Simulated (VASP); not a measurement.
OSZICAR of a VASP run on Ca:

File OSZICAR:
```
       N       E                     dE             d eps       ncg     rms          rms(c)
DAV:   1    -0.760392698196E+01   -0.76039E+01   -0.73645E-05   536   0.303E-02    0.516E-03
DAV:   2    -0.760392170861E+01    0.52733E-05   -0.68895E-05   576   0.245E-02    0.275E-03
DAV:   3    -0.760392094841E+01    0.76020E-06   -0.10552E-05   400   0.947E-03    0.830E-04
DAV:   4    -0.760392088100E+01    0.67405E-07   -0.87926E-07   360   0.324E-03
   1 F= -.76039209E+01 E0= -.76031240E+01  d E =-.239067E-02
```

### Question
Which electronic solver shows in the log?

### Answer
It is blocked Davidson (ALGO = Normal, or the opening steps of other solvers). The INCAR had ALGO = Normal.

### Question
Can the final energy be trusted as converged?

### Answer
Self-consistency was reached. It stopped with EDIFF = 1E-6, NELM = 100 (PBEsol GGA, plane waves, VASP's PBE PAW potentials (set 64)).

The cell is a thin slab with vacuum, built from Ca (fcc): (100) face.
